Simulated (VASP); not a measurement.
Level of theory: PBEsol GGA, VASP's PBE PAW potentials (set 64) (plane waves; VASP).

The input files of a VASP run:

### KPOINTS
```
kpoints
0
gamma
4 6 1
0 0 0
```

**INCAR**
```
ALGO=Normal
DIPOL=0.5 0.5 0.5
EDIFF=1E-6
ENCUT=450
GGA=PS
IDIPOL=3
ISMEAR=0
LASPH=.TRUE.
LCHARG=.FALSE.
LDIPOL=.TRUE.
LMAXMIX=4
LORBIT=11
LREAL=.FALSE.
LVHAR=.TRUE.
LWAVE=.FALSE.
NELM=100
NELMIN=4
PREC=Normal
SIGMA=0.05
SYSTEM=BAs(110) slab
```

### POSCAR
```
BAs(110) slab
50.2544630
  0.0950679577   0.0000000000   0.0000000000
  0.0000000000   0.0672231893   0.0000000000
  0.0000000000   0.0000000000   0.4999999992
B As
6 6
direct
  0.9505040017   0.0000000000   0.6530058927
  0.5133748562   0.5000000000   0.6015235604
  0.0127141488   0.0000000000   0.5330937530
  0.5127141488   0.5000000000   0.4669062470
  0.0133748562   0.0000000000   0.3984764396
  0.4505040017   0.5000000000   0.3469941073
  0.2681436188   0.0000000000   0.6010484457
  0.7418940351   0.5000000000   0.6750385885
  0.2633693393   0.0000000000   0.4657718778
  0.7633693393   0.5000000000   0.5342281222
  0.2418940351   0.0000000000   0.3249614115
  0.7681436188   0.5000000000   0.3989515543
```

POTCAR, in this order: B As (PBE.64 set). Program: vasp_std. Read from the step before: WAVECAR.

Output

OSZICAR:
```
       N       E                     dE             d eps       ncg     rms          rms(c)
DAV:   1    -0.698014602240E+02   -0.69801E+02   -0.12660E-05   893   0.212E-02    0.341E-03
DAV:   2    -0.698014583035E+02    0.19205E-05   -0.34848E-06   733   0.129E-02    0.114E-03
DAV:   3    -0.698014581598E+02    0.14365E-06   -0.20520E-06   730   0.615E-03    0.887E-04
DAV:   4    -0.698014582232E+02   -0.63424E-07   -0.33936E-07   512   0.322E-03
   1 F= -.69801458E+02 E0= -.69801458E+02  d E =-.435013E-06
```

OUTCAR:
```
------------------------ aborting loop because EDIFF is reached ----------------------------------------
  FORCE on cell =-STRESS in cart. coord.  units (eV):
  Direction    XX          YY          ZZ          XY          YZ          ZX
  --------------------------------------------------------------------------------------
  Total        0.7309878     -2.0517281     -0.2204441      0.0000000      0.0000000      0.0000000
  in kB        2.8878425     -8.1055632     -0.8708873      0.0000000      0.0000000      0.0000000
  external PRESSURE =      -2.0295360 kB  Pullay stress =       0.0000000 kB
  volume of cell :      405.55
      direct lattice vectors                 reciprocal lattice vectors
     4.777589164  0.000000000  0.000000000     0.209310589  0.000000000  0.000000000
     0.000000000  3.378265282  0.000000000     0.000000000  0.296009909  0.000000000
     0.000000000  0.000000000 25.127231458     0.000000000  0.000000000  0.039797460
 POSITION                                       TOTAL-FORCE (eV/Angst)
 -----------------------------------------------------------------------------------
      4.54112      0.00000     16.40823         0.018886      0.000000     -0.015067
      2.45269      1.68913     15.11462        -0.006989      0.000000      0.008970
      0.06074      0.00000     13.39517        -0.005349      0.000000      0.002573
      2.44954      1.68913     11.73206        -0.005349      0.000000     -0.002573
      0.06390      0.00000     10.01261        -0.006989      0.000000     -0.008970
      2.15232      1.68913      8.71900         0.018886      0.000000      0.015067
      1.28108      0.00000     15.10268        -0.020772      0.000000     -0.007910
      3.54446      1.68913     16.96185         0.014519      0.000000     -0.008800
      1.25827      0.00000     11.70356        -0.000295      0.000000      0.006685
      3.64707      1.68913     13.42367        -0.000295      0.000000     -0.006685
      1.15567      0.00000      8.16538         0.014519      0.000000      0.008800
      3.66987      1.68913     10.02455        -0.020772      0.000000      0.007910
 -----------------------------------------------------------------------------------
    total drift:                                0.000234     -0.000000      0.000002
  FREE ENERGIE OF THE ION-ELECTRON SYSTEM (eV)
  ---------------------------------------------------
  free  energy   TOTEN  =       -69.8014582232 eV

  energy  without entropy=      -69.8014577882  energy(sigma->0) =      -69.80145801

 total charge

# of ion       s       p       d       tot
------------------------------------------
    1        0.711   1.022   0.000   1.733
    2        0.657   1.127   0.000   1.784
    3        0.657   1.151   0.000   1.808
    4        0.657   1.151   0.000   1.808
    5        0.657   1.127   0.000   1.784
    6        0.711   1.022   0.000   1.733
    7        1.179   1.675   0.091   2.944
    8        1.234   1.574   0.059   2.867
    9        1.177   1.660   0.088   2.925
   10        1.177   1.660   0.088   2.925
   11        1.234   1.574   0.059   2.867
   12        1.179   1.675   0.091   2.944
--------------------------------------------------
tot         11.231  16.417   0.475  28.123
```
(Selected blocks of OUTCAR.)

At this cut-off the stress carries a Pulay error, which pulls relaxed volumes low.

The cell is a thin slab with vacuum, built from BAs (zinc blende): (110) face.
